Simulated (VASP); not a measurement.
An input for Ansatz (written as the equivalent of a VASP run, and not itself run):

Ansatz 0.2 input:
```yaml
crystal:
  lattice:
    - [1.9495060, -7.7888000, 0.0000000]
    - [1.9495060, 7.7888000, 0.0000000]
    - [0.0000000, 0.0000000, 3.8611500]
  atoms:
    - { symbol: Zr, position: [0.1063300, 0.8936700, 0.2500000] }
    - { symbol: Zr, position: [0.8936700, 0.1063300, 0.7500000] }
    - { symbol: Ge, position: [0.4424000, 0.5576000, 0.2500000] }
    - { symbol: Ge, position: [0.5576000, 0.4424000, 0.7500000] }
    - { symbol: Ge, position: [0.2501800, 0.7498200, 0.7500000] }
    - { symbol: Ge, position: [0.7498200, 0.2501800, 0.2500000] }
kpoints:
  mp_grid: { grid: [4, 4, 4] }
hamiltonian:
  xc: lda
  pseudopotentials: { kind: paw }
scf:
  occupations: { method: fermi_dirac, width: 0.1 }
  max_iter: 100
output: { forces: true, stress: true, eigenvalues: true }
```

Task: Translate this input to VASP (INCAR, KPOINTS, POSCAR, choice of POTCAR).

Result: Several could match; the one computed here: 
**KPOINTS**
```
Automatic mesh
0
Gamma
4 4 4
0 0 0
```

POSCAR:
```
ZrGe2
1
    1.9495060000    -7.7888000000     0.0000000000
    1.9495060000     7.7888000000     0.0000000000
    0.0000000000     0.0000000000     3.8611500000
Zr Ge
2 4
Direct
  0.1063300000   0.8936700000   0.2500000000
  0.8936700000   0.1063300000   0.7500000000
  0.4424000000   0.5576000000   0.2500000000
  0.5576000000   0.4424000000   0.7500000000
  0.2501800000   0.7498200000   0.7500000000
  0.7498200000   0.2501800000   0.2500000000
```

INCAR:
```
! general
SYSTEM  = ZrGe2
PREC    = Accurate
ENCUT   = 300
LREAL   = .FALSE.
LASPH   = .TRUE.

! electronic loop
EDIFF   = 1E-6
NELM    = 100
ALGO    = Normal
LMAXMIX = 4

! smearing
ISMEAR  = -1
SIGMA   = 0.1

! ions
ISIF    = 2

! output
LWAVE   = .FALSE.
LCHARG  = .FALSE.
```

POTCAR, in this order: Zr_sv Ge_d (LDA.64 set). Program: vasp_std.

What does not carry over: each code has its own PAW files, so the cut-off isn't converted (ENCUT is set for VASP's; basis.ecutwfc is left out, and Ansatz then takes the one that its files recommend); Ansatz stops its SCF on the density residual and VASP on the energy change (EDIFF); Ansatz's lda is the Perdew-Wang form, while the LDA potentials of VASP carry Perdew-Zunger's.

The structure comes from a computed database's ZrGe2 entry; how it stands against other phases isn't given here. The cell was not relaxed at this level. The k-mesh is coarse (spacing up to 0.42 per Å, 2π included), so the numbers may not be converged in it. The run is one of a series of settings (GGA removed, POTCAR Zr_sv Ge_d (LDA.64 set) against the base run), some of them coarse on purpose.
